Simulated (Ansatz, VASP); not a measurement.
# PtSe2: VASP beside Ansatz

Aim: how closely do two programs agree when they are given the same cell, functional and k mesh? The cell is taken from a series of runs on this material, whose earlier steps may have relaxed, scaled, displaced or heated it; both programs get it as it stands.

Main program and level: Ansatz 0.2.0; plane waves, with VASP 6.6.1 beside it; PBE.

## Step 1: The structure

The cell holds 3 atoms: 1 Pt and 2 Se. Its edges and angles: a = 3.672 Å, b = 3.645 Å, c = 30.460 Å, α = 90.0°, β = 90.0°, γ = 120.2°. Vacuum lies along c.

## Step 2: VASP: zone-centre phonons, PBE

Second derivatives magnify differences that forces hide, and they need a tight electronic threshold.

Lines of VASP's logs that name or quote its potential files are left out, and so is its time.

INCAR

```
SYSTEM = PtSe2
PREC = Accurate
ENCUT = 500
EDIFF = 1E-08
NELM = 120
ISMEAR = 1
SIGMA = 0.2
LREAL = .FALSE.
ALGO = Normal
GGA = PE
NBANDS = 17
LASPH = .TRUE.
LORBIT = 11
LWAVE = .FALSE.
LCHARG = .FALSE.
ISIF = 2
IBRION = 8
GGA_COMPAT = .FALSE.
NELMDL = -8
KPAR = 2
```

POSCAR

```
PtSe2
1.0
    3.6720087987      0.0000000000      0.0000000000
   -1.8360043993      3.1485672303      0.0000000000
    0.0000000000      0.0000000000     30.4600000000
Pt Se
1 2
Direct
    0.3314491922      0.6628983845      0.3282994091
    0.6676087371      0.3352174744      0.3763093056
    0.6676087371      0.3352174744      0.2802895127
```

KPOINTS

```
Automatic mesh
0
Gamma
15 15 1
0 0 0
```

Potentials, in the order of the species: Pt and Se (PBE family, release 64).

On the command line:

```bash
> mpirun -np 2 vasp_std
```

Numbers of over 12 decimals in the logs are rounded to 6 here.

What it wrote:

```text
[banner, memory and clock lines left out]
running    2 mpi-ranks, on    1 nodes
 distrk:  each k-point on    1 cores,    2 groups
 distr:  one band on    1 cores,    1 groups

 POSCAR found type information on POSCAR PtSe
 POSCAR found :  2 types and       3 ions
 LDA part: xc-table for (Slater+PW92), standard interpolation
 POSCAR, INCAR and KPOINTS ok, starting setup
 FFT: planning ... GRIDC
 FFT: planning ... GRID_SOFT
 FFT: planning ... GRID
 WAVECAR not read
 entering main loop
       N       E                     dE             d eps       ncg     rms          rms(c)
DAV:   1     0.170883828500E+03    0.17088E+03   -0.65897E+03  2176   0.872E+02
DAV:   2     0.660945130395E+01   -0.16427E+03   -0.15596E+03  3616   0.154E+02
DAV:   3    -0.131162745006E+02   -0.19726E+02   -0.19508E+02  2698   0.680E+01
DAV:   4    -0.134936109135E+02   -0.37734E+00   -0.37429E+00  2882   0.109E+01
DAV:   5    -0.134992805518E+02   -0.56696E-02   -0.56683E-02  3046   0.131E+00
DAV:   6    -0.134994261305E+02   -0.14558E-03   -0.14557E-03  3034   0.191E-01
DAV:   7    -0.134994320368E+02   -0.59063E-05   -0.59063E-05  3301   0.317E-02
DAV:   8    -0.134994321252E+02   -0.88397E-07   -0.88454E-07  3045   0.293E-03    0.124E+01
DAV:   9    -0.131631862488E+02    0.33625E+00   -0.46523E+00  2945   0.161E+01    0.827E+00
DAV:  10    -0.130533326428E+02    0.10985E+00   -0.19465E+00  2648   0.129E+01    0.352E+00
DAV:  11    -0.129326850714E+02    0.12065E+00   -0.36045E-01  2601   0.504E+00    0.397E-01
DAV:  12    -0.129324754184E+02    0.20965E-03   -0.26161E-02  2855   0.110E+00    0.204E-01
DAV:  13    -0.129324036993E+02    0.71719E-04   -0.97284E-04  2854   0.217E-01    0.108E-01
DAV:  14    -0.129323779040E+02    0.25795E-04   -0.92947E-05  2864   0.632E-02    0.393E-02
[...]
DAV:  23    -0.129324676840E+02   -0.15085E-05   -0.35059E-08  2180   0.574E-04    0.330E-04
DAV:  24    -0.129324681108E+02   -0.42678E-06   -0.96047E-09  2257   0.292E-04    0.124E-04
DAV:  25    -0.129324683733E+02   -0.26249E-06   -0.32390E-09  2273   0.211E-04    0.441E-05
DAV:  26    -0.129324685159E+02   -0.14260E-06   -0.65619E-10  2271   0.135E-04    0.398E-05
DAV:  27    -0.129324686192E+02   -0.10326E-06    0.15433E-10  2230   0.592E-05    0.179E-05
DAV:  28    -0.129324686457E+02   -0.26584E-07    0.66134E-10  2247   0.613E-05    0.279E-05
DAV:  29    -0.129324686628E+02   -0.17082E-07    0.71829E-10  1771   0.449E-05    0.524E-06
DAV:  30    -0.129324686660E+02   -0.32253E-08    0.83098E-10  2054   0.118E-05
   1 F= -.12932469E+02 E0= -.12932155E+02  d E =-.941977E-03
 Linear response reoptimize wavefunctions to high precision
DAV:   1    -0.129324686677E+02   -0.16782E-08    0.84073E-10  1849   0.823E-06
DAV:   2    -0.129324686677E+02   -0.17280E-10    0.84695E-10  2228   0.166E-06
 Linear response DOF=           6
 Linear response progress:
  Degree of freedom:   1/  6
       N       E                     dE             d eps       ncg     rms          rms(c)
RMM:   1    -0.257572525314E+00   -0.25757E+00   -0.27761E-01  7008   0.326E+00
RMM:   2    -0.252155684935E+00    0.54168E-02   -0.71100E-03  5955   0.485E-01    0.182E-01
RMM:   3    -0.252207424316E+00   -0.51739E-04   -0.34640E-04  5831   0.109E-01    0.111E-01
RMM:   4    -0.252836628333E+00   -0.62920E-03   -0.51474E-04  6188   0.124E-01    0.218E-02
RMM:   5    -0.252798459154E+00    0.38169E-04   -0.28810E-05  6162   0.333E-02    0.847E-03
RMM:   6    -0.252792635052E+00    0.58241E-05   -0.43985E-06  6388   0.117E-02    0.163E-03
RMM:   7    -0.252779876259E+00    0.12759E-04   -0.97539E-07  6514   0.530E-03    0.967E-04
RMM:   8    -0.252772334506E+00    0.75418E-05   -0.22414E-08  6416   0.162E-03    0.146E-04
RMM:   9    -0.252771053036E+00    0.12815E-05   -0.41676E-08  6919   0.361E-04    0.711E-05
RMM:  10    -0.252770702137E+00    0.35090E-06   -0.76446E-08  6739   0.161E-04    0.280E-05
RMM:  11    -0.252770984179E+00   -0.28204E-06   -0.92771E-08  7204   0.636E-05    0.226E-05
RMM:  12    -0.252771302453E+00   -0.31827E-06   -0.27223E-09  6761   0.492E-05    0.378E-06
RMM:  13    -0.252771368873E+00   -0.66420E-07   -0.16505E-08  7129   0.315E-05    0.294E-06
RMM:  14    -0.252771351822E+00    0.17051E-07   -0.53002E-09  6658   0.232E-05    0.152E-06
RMM:  15    -0.252771335336E+00    0.16486E-07   -0.21067E-09  6352   0.224E-05    0.176E-07
RMM:  16    -0.252771338497E+00   -0.31613E-08    0.11836E-09  5032   0.212E-05    0.119E-07
 first order change of Fermi-energy   0.91651E-03
 force on displaced ion       1 direction 1 :  -3.513  -0.083   0.000
 Linear response progress:
  Degree of freedom:   2/  6
       N       E                     dE             d eps       ncg     rms          rms(c)
RMM:   1    -0.257071272128E+00   -0.25707E+00   -0.27628E-01  3947   0.326E+00
RMM:   2    -0.252146750313E+00    0.49245E-02   -0.70729E-03  3371   0.484E-01    0.181E-01
RMM:   3    -0.252178466340E+00   -0.31716E-04   -0.35359E-04  3311   0.111E-01    0.110E-01
RMM:   4    -0.252787711510E+00   -0.60925E-03   -0.52575E-04  3594   0.126E-01    0.224E-02
RMM:   5    -0.252755042614E+00    0.32669E-04   -0.30273E-05  3544   0.340E-02    0.942E-03
RMM:   6    -0.252747176774E+00    0.78658E-05   -0.65294E-06  3734   0.142E-02    0.358E-03
RMM:   7    -0.252743332022E+00    0.38448E-05   -0.76189E-07  3707   0.523E-03    0.963E-04
[...]
Degree of freedom:   3/  6
       N       E                     dE             d eps       ncg     rms          rms(c)
RMM:   1    -0.291416994365E+00   -0.29142E+00   -0.25966E-01  4063   0.320E+00
RMM:   2    -0.285265869269E+00    0.61511E-02   -0.73514E-03  3452   0.541E-01    0.237E-01
RMM:   3    -0.285435767004E+00   -0.16990E-03   -0.15386E-03  3872   0.166E-01    0.154E-01
RMM:   4    -0.285086851698E+00    0.34892E-03   -0.73079E-04  3816   0.105E-01    0.107E-01
RMM:   5    -0.285445151146E+00   -0.35830E-03   -0.19526E-04  3788   0.772E-02    0.827E-03
RMM:   6    -0.285446841189E+00   -0.16900E-05   -0.49680E-06  3831   0.137E-02    0.443E-03
RMM:   7    -0.285442370029E+00    0.44712E-05   -0.22675E-06  3763   0.755E-03    0.111E-03
RMM:   8    -0.285437975804E+00    0.43942E-05   -0.29197E-07  3784   0.233E-03    0.667E-04
RMM:   9    -0.285434807802E+00    0.31680E-05   -0.23195E-07  3873   0.101E-03    0.158E-04
RMM:  10    -0.285435707129E+00   -0.89933E-06   -0.87065E-08  3925   0.263E-04    0.116E-04
RMM:  11    -0.285436466180E+00   -0.75905E-06   -0.40485E-07  3843   0.299E-04    0.612E-05
RMM:  12    -0.285436628394E+00   -0.16221E-06   -0.68244E-07  4030   0.223E-04    0.437E-05
RMM:  13    -0.285436163230E+00    0.46516E-06    0.35285E-08  4005   0.132E-04    0.172E-05
RMM:  14    -0.285436109577E+00    0.53653E-07   -0.23924E-07  4104   0.127E-04    0.134E-05
RMM:  15    -0.285436129621E+00   -0.20044E-07   -0.93726E-08  4097   0.670E-05    0.555E-06
RMM:  16    -0.285436158611E+00   -0.28990E-07   -0.10802E-07  4076   0.471E-05    0.336E-06
RMM:  17    -0.285436196057E+00   -0.37445E-07   -0.99605E-08  4010   0.403E-05    0.280E-06
RMM:  18    -0.285436188970E+00    0.70870E-08   -0.57001E-09  3949   0.289E-05    0.129E-06
 first order change of Fermi-energy   0.20255E-03
 force on displaced ion       1 direction 3 :   0.000   0.000  -5.451
 Linear response progress:
  Degree of freedom:   4/  6
       N       E                     dE             d eps       ncg     rms          rms(c)
RMM:   1    -0.746604660263E-01   -0.74660E-01    0.52947E-02  9313   0.149E+00
RMM:   2    -0.737984212666E-01    0.86204E-03   -0.22446E-03  5944   0.240E-01    0.957E-02
RMM:   3    -0.737487936725E-01    0.49628E-04   -0.10480E-04  6292   0.545E-02    0.550E-02
RMM:   4    -0.737651983187E-01   -0.16405E-04   -0.36405E-05  6748   0.353E-02    0.898E-03
RMM:   5    -0.737739167328E-01   -0.87184E-05   -0.38728E-06  6881   0.930E-03    0.576E-03
RMM:   6    -0.737760277704E-01   -0.21110E-05   -0.86326E-07  6812   0.486E-03    0.125E-03
RMM:   7    -0.737756696495E-01    0.35812E-06   -0.19235E-07  6920   0.161E-03    0.418E-04
RMM:   8    -0.737752437705E-01    0.42588E-06   -0.14784E-07  6980   0.571E-04    0.111E-04
RMM:   9    -0.737752347975E-01    0.89729E-08   -0.11282E-07  7044   0.161E-04    0.393E-05
RMM:  10    -0.737752913011E-01   -0.56504E-07   -0.11132E-08  6919   0.810E-05    0.807E-06
RMM:  11    -0.737753035299E-01   -0.12229E-07   -0.21960E-08  7210   0.369E-05    0.486E-06
RMM:  12    -0.737753104966E-01   -0.69667E-08   -0.62809E-09  6948   0.298E-05    0.238E-06
 first order change of Fermi-energy  -0.52034E-03
 force on displaced ion       2 direction 1 :  -2.452  -0.023  -0.026
 Linear response progress:
  Degree of freedom:   5/  6
       N       E                     dE             d eps       ncg     rms          rms(c)
RMM:   1    -0.744430542953E-01   -0.74443E-01    0.50394E-02  5191   0.148E+00
RMM:   2    -0.735355276311E-01    0.90753E-03   -0.22456E-03  3362   0.240E-01    0.927E-02
RMM:   3    -0.734808387428E-01    0.54689E-04   -0.10008E-04  3553   0.537E-02    0.532E-02
RMM:   4    -0.734889417573E-01   -0.81030E-05   -0.34708E-05  3843   0.343E-02    0.101E-02
RMM:   5    -0.734928296877E-01   -0.38879E-05   -0.51717E-06  3903   0.101E-02    0.595E-03
RMM:   6    -0.734980051842E-01   -0.51755E-05   -0.16486E-06  3854   0.505E-03    0.129E-03
RMM:   7    -0.734977714732E-01    0.23371E-06    0.67054E-08  3920   0.173E-03    0.548E-04
RMM:   8    -0.734974992369E-01    0.27224E-06    0.26590E-09  3924   0.668E-04    0.290E-04
RMM:   9    -0.734970865456E-01    0.41269E-06   -0.70319E-09  3881   0.384E-04    0.649E-05
RMM:  10    -0.734971127118E-01   -0.26166E-07   -0.48664E-09  3952   0.100E-04    0.280E-05
RMM:  11    -0.734971562911E-01   -0.43579E-07   -0.31720E-08  3900   0.718E-05    0.971E-06
RMM:  12    -0.734971684919E-01   -0.12201E-07   -0.13012E-08  3982   0.395E-05    0.655E-06
RMM:  13    -0.734971747273E-01   -0.62354E-08   -0.11517E-08  3928   0.466E-05    0.358E-06
 first order change of Fermi-energy  -0.17859E-01
 force on displaced ion       2 direction 2 :  -0.000  -2.419   0.058
 Linear response progress:
  Degree of freedom:   6/  6
       N       E                     dE             d eps       ncg     rms          rms(c)
RMM:   1    -0.116150706955E+00   -0.11615E+00    0.52321E-02  4853   0.145E+00
RMM:   2    -0.115329758139E+00    0.82095E-03   -0.20666E-03  3529   0.249E-01    0.215E-01
RMM:   3    -0.115138678632E+00    0.19108E-03   -0.39430E-04  3849   0.914E-02    0.123E-01
RMM:   4    -0.115163424243E+00   -0.24746E-04   -0.60740E-04  3988   0.955E-02    0.974E-02
RMM:   5    -0.114918278119E+00    0.24515E-03   -0.14422E-04  3877   0.497E-02    0.103E-02
RMM:   6    -0.114925078600E+00   -0.68005E-05   -0.56314E-06  3893   0.115E-02    0.545E-03
RMM:   7    -0.114931456599E+00   -0.63780E-05   -0.14808E-06  3804   0.740E-03    0.176E-03
RMM:   8    -0.114930828864E+00    0.62774E-06   -0.22595E-07  3863   0.147E-03    0.557E-04
RMM:   9    -0.114930040239E+00    0.78862E-06   -0.72588E-08  3910   0.650E-04    0.149E-04
RMM:  10    -0.114930433268E+00   -0.39303E-06   -0.92500E-08  3937   0.244E-04    0.741E-05
RMM:  11    -0.114931126504E+00   -0.69324E-06   -0.31996E-07  3935   0.219E-04    0.415E-05
RMM:  12    -0.114931623761E+00   -0.49726E-06   -0.46712E-07  3994   0.192E-04    0.237E-05
RMM:  13    -0.114931922143E+00   -0.29838E-06   -0.28192E-08  4071   0.123E-04    0.172E-05
RMM:  14    -0.114932015509E+00   -0.93366E-07    0.25326E-07  4085   0.813E-05    0.999E-06
RMM:  15    -0.114932045368E+00   -0.29859E-07    0.89946E-08  4097   0.468E-05    0.624E-06
RMM:  16    -0.114932061124E+00   -0.15756E-07   -0.36007E-08  4053   0.463E-05    0.402E-06
RMM:  17    -0.114932062283E+00   -0.11590E-08    0.39689E-09  3867   0.348E-05    0.127E-06
 first order change of Fermi-energy  -0.89826E+00
 force on displaced ion       2 direction 3 :   0.000   0.106  -6.715
 Linear response finished
```

From OUTCAR (step 2):

```text
ion  position               nearest neighbor table
   1  0.331  0.663  0.328-   3 2.56   3 2.56   2 2.56   2 2.56   3 2.57   2 2.57
   2  0.668  0.335  0.376-   1 2.56   1 2.56   1 2.57
   3  0.668  0.335  0.280-   1 2.56   1 2.56   1 2.57

  LATTYP: Found a base centered orthorhombic cell.
 ALAT       =     3.6720087987
 B/A-ratio  =     1.7149017897
 C/A-ratio  =     8.2951870951

 Subroutine GETGRP returns: Found  4 space group operations
 (whereof  2 operations were pure point group operations)

The static configuration has the point symmetry C_1h.
 The point group associated with its full space group is C_2v.

 Found     64 irreducible k-points:

   k-points           NKPTS =     64   k-points in BZ     NKDIM =     64   number of bands    NBANDS=     17

   dimension x,y,z NGX =    28 NGY =   28 NGZ =  224
   dimension x,y,z NGXF=    56 NGYF=   56 NGZF=  448

   ENCUT  =  500.0 eV  36.75 Ry    6.06 a.u.   6.69  6.65 55.54*2*pi/ulx,y,z

   NELECT =      22.0000    total number of electrons

 k-points in reciprocal lattice and weights: Automatic mesh
   0.00000000  0.00000000  0.00000000       0.004
   0.06666667  0.00000000  0.00000000       0.018
   0.13333333  0.00000000  0.00000000       0.018
   0.20000000 -0.00000000  0.00000000       0.018
   0.26666667  0.00000000  0.00000000       0.018
   0.33333333  0.00000000  0.00000000       0.018
   0.40000000  0.00000000  0.00000000       0.018
   0.46666667 -0.00000000  0.00000000       0.018
   0.00000000  0.06666667  0.00000000       0.009
[...]
0.00000000  0.46666667  0.00000000       0.009
   0.06666667  0.46666667  0.00000000       0.009

 average (electrostatic) potential at core
       1 -77.3439       2 -62.1194       3 -62.1194

  Total       -0.2635169     -0.1377002     -0.0128676     -0.0000000      0.0000000      0.0000000
  in kB       -1.1988710     -0.6264676     -0.0585412     -0.0000000      0.0000000      0.0000000
  external PRESSURE =      -0.6279599 kB  Pullay stress =       0.0000000 kB

  energy-cutoff  :      500.00
  volume of cell :      352.17
      direct lattice vectors                 reciprocal lattice vectors
     3.672008799  0.000000000  0.000000000     0.272330502  0.158802390  0.000000000
    -1.836004399  3.148567230  0.000000000     0.000000000  0.317604779  0.000000000
     0.000000000  0.000000000 30.460000000     0.000000000  0.000000000  0.032829941

 POSITION                                       TOTAL-FORCE (eV/Angst)
 -----------------------------------------------------------------------------------
     -0.00000      2.08718     10.00000         0.000000      0.001808      0.000000
      1.83600      1.05545     11.46238        -0.000000     -0.000904      0.000127
      1.83600      1.05545      8.53762        -0.000000     -0.000904     -0.000127
 -----------------------------------------------------------------------------------
    total drift:                                0.000000      0.000010     -0.000004

 Eigenvectors and eigenvalues of the dynamical matrix
 ----------------------------------------------------

   1 f  =    5.754604 THz    36.157241 2PiTHz  191.952917 cm-1    23.799118 meV
             X         Y         Z           dx          dy          dz
     -0.000000  2.087180 10.000000     0.000000    0.005941   -0.000000
      1.836004  1.055455 11.462381    -0.000000   -0.004563   -0.707080
      1.836004  1.055455  8.537619    -0.000000   -0.004563    0.707080

   2 f  =    3.926025 THz    24.667940 2PiTHz  130.958084 cm-1    16.236726 meV
             X         Y         Z           dx          dy          dz
     -0.000000  2.087180 10.000000    -0.000000   -0.000000    0.661315
      1.836004  1.055455 11.462381     0.000000    0.102984   -0.520313
      1.836004  1.055455  8.537619    -0.000000   -0.102984   -0.520313

   3 f  =    3.175281 THz    19.950877 2PiTHz  105.915966 cm-1    13.131900 meV
             X         Y         Z           dx          dy          dz
     -0.000000  2.087180 10.000000     0.000000    0.668843    0.000000
      1.836004  1.055455 11.462381    -0.000000   -0.525629    0.006202
      1.836004  1.055455  8.537619    -0.000000   -0.525629   -0.006202

   4 f  =    3.140375 THz    19.731560 2PiTHz  104.751644 cm-1    12.987543 meV
             X         Y         Z           dx          dy          dz
     -0.000000  2.087180 10.000000    -0.668073    0.000000    0.000000
      1.836004  1.055455 11.462381     0.526155   -0.000000    0.000000
      1.836004  1.055455  8.537619     0.526155   -0.000000   -0.000000

   5 f  =    3.117273 THz    19.586406 2PiTHz  103.981044 cm-1    12.892001 meV
             X         Y         Z           dx          dy          dz
     -0.000000  2.087180 10.000000    -0.000000    0.000000    0.000000
      1.836004  1.055455 11.462381    -0.707107   -0.000000   -0.000000
      1.836004  1.055455  8.537619     0.707107    0.000000   -0.000000

   6 f  =    3.045239 THz    19.133798 2PiTHz  101.578226 cm-1    12.594089 meV
             X         Y         Z           dx          dy          dz
     -0.000000  2.087180 10.000000     0.000000   -0.000000    0.097243
      1.836004  1.055455 11.462381     0.000000   -0.699567   -0.076666
      1.836004  1.055455  8.537619    -0.000000    0.699567   -0.076666

   7 f/i=    0.000583 THz     0.003660 2PiTHz    0.019432 cm-1     0.002409 meV
             X         Y         Z           dx          dy          dz
     -0.000000  2.087180 10.000000     0.000000    0.743380    0.000000
      1.836004  1.055455 11.462381     0.000000    0.472962    0.000071
      1.836004  1.055455  8.537619     0.000000    0.472962   -0.000071

   8 f/i=    0.002258 THz     0.014186 2PiTHz    0.075309 cm-1     0.009337 meV
             X         Y         Z           dx          dy          dz
     -0.000000  2.087180 10.000000    -0.000000    0.000000   -0.743778
      1.836004  1.055455 11.462381    -0.000000    0.000103   -0.472649
      1.836004  1.055455  8.537619    -0.000000   -0.000103   -0.472649

   9 f/i=    0.003297 THz     0.020717 2PiTHz    0.109984 cm-1     0.013636 meV
             X         Y         Z           dx          dy          dz
     -0.000000  2.087180 10.000000     0.744096   -0.000000   -0.000000
      1.836004  1.055455 11.462381     0.472399   -0.000000   -0.000000
      1.836004  1.055455  8.537619     0.472399   -0.000000   -0.000000

 ELASTIC MODULI CONTR FROM IONIC RELAXATION (kBar)
 Direction    XX          YY          ZZ          XY          YZ          ZX
 --------------------------------------------------------------------------------
 XX        -167.8672    -74.0995   -158.5649     -0.0000      0.0000     -0.0000
 YY         -74.0995   -151.0274   -152.9792     -0.0000     -0.0000      0.0000
 ZZ        -158.5649   -152.9792   -207.9825     -0.0000     -0.0000     -0.0000
 XY          -0.0000     -0.0000     -0.0000    -51.1342     -0.0000      0.0000
 YZ           0.0000     -0.0000     -0.0000     -0.0000    -55.0915     -0.0000
 ZX          -0.0000      0.0000     -0.0000      0.0000     -0.0000    -58.0035
 --------------------------------------------------------------------------------
```

[end of part 1 of 2]

[Lines on the potential files, build, host, timing and source positions are cut from VASP's logs without a mark.]

[Logs are printed without paths, hosts, clocks, repeated set-up lines and the standing remarks that a program may print on its own settings, such as how far it seeks lower states.]

[Hosts, paths, dates, database ids (printed as entryN), source tags and the programs' standing remarks are cut or masked in the printed files.]
